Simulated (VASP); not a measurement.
Consider the following.

```yaml
crystal:
  lattice:
    - [3.84703, 0.00000, 0.00000]
    - [0.00000, 3.84703, 0.00000]
    - [0.00000, 0.00000, 3.84703]
  atoms:
    - { symbol: Sr, position: [0.00000, 0.00000, 0.00000] }
    - { symbol: V, position: [0.50000, 0.50000, 0.50000] }
    - { symbol: O, position: [0.50000, 0.00000, 0.50000] }
    - { symbol: O, position: [0.00000, 0.50000, 0.50000] }
    - { symbol: O, position: [0.50000, 0.50000, 0.00000] }
```

All values below come from TPSS meta-GGA, VASP's PBE PAW potentials (set 64) (plane waves; VASP 6.6.1). Run with 520 eV cut-off, 9×9×9 Γ-centred mesh, tetrahedra with Blöchl corrections, potentials Sr_sv V_sv O.

Problem. Tabulate the total density of states (states/eV per cell) against energy (eV; zero at the valence-band maximum or, without a gap, the Fermi level).

Solution. 
(E (eV), DOS (states/eV)): (-9.94, 0.00); (-9.83, 0.00); (-9.60, 0.00); (-9.49, 0.00); (-9.26, 0.00); (-9.14, 0.00); (-8.91, 0.00); (-8.80, 0.00); (-8.57, 0.00); (-8.46, 0.00); (-8.23, 0.00); (-8.12, 0.00); (-7.89, 0.00); (-7.77, 0.00); (-7.54, 0.00); (-7.43, 0.00); (-7.20, 0.30); (-7.09, 1.02); (-6.86, 4.21); (-6.74, 3.49); (-6.52, 3.61); (-6.40, 4.12); (-6.17, 4.27); (-6.06, 3.62); (-5.83, 4.45); (-5.72, 5.04); (-5.49, 7.11); (-5.37, 10.00); (-5.26, 4.13); (-5.03, 2.75); (-4.92, 2.43); (-4.69, 2.02); (-4.57, 1.81); (-4.34, 2.07); (-4.23, 2.72); (-4.00, 2.26); (-3.89, 1.61); (-3.66, 4.15); (-3.54, 5.20); (-3.32, 5.32); (-3.20, 5.20); (-2.97, 5.76); (-2.86, 3.85); (-2.63, 2.24); (-2.52, 2.19); (-2.29, 1.69); (-2.17, 1.05); (-1.95, 0.00); (-1.83, 0.00); (-1.60, 0.00); (-1.49, 0.00); (-1.26, 0.00); (-1.15, 0.00); (-1.03, 0.02); (-0.80, 0.47); (-0.69, 0.88); (-0.46, 1.16); (-0.35, 1.16); (-0.12, 1.51); (0.00, 1.82); (0.23, 2.15); (0.34, 2.32); (0.57, 3.60); (0.68, 4.38); (0.91, 6.63); (1.03, 5.06); (1.25, 2.66); (1.37, 1.40); (1.60, 0.79); (1.71, 0.89); (1.94, 0.99); (2.05, 1.02); (2.28, 1.31); (2.40, 1.18); (2.62, 0.83); (2.74, 0.67); (2.97, 0.53); (3.08, 0.49); (3.31, 0.44); (3.42, 0.42)
Within 2 eV below the Fermi level the largest weight inside VASP's projection spheres is V d.

The compound is SrVO3 in the cubic perovskite structure. It was relaxed first. The run is not spin-polarised, so no magnetic state was tried. The electron count is odd and the run is not spin-polarised, which forces a metal.
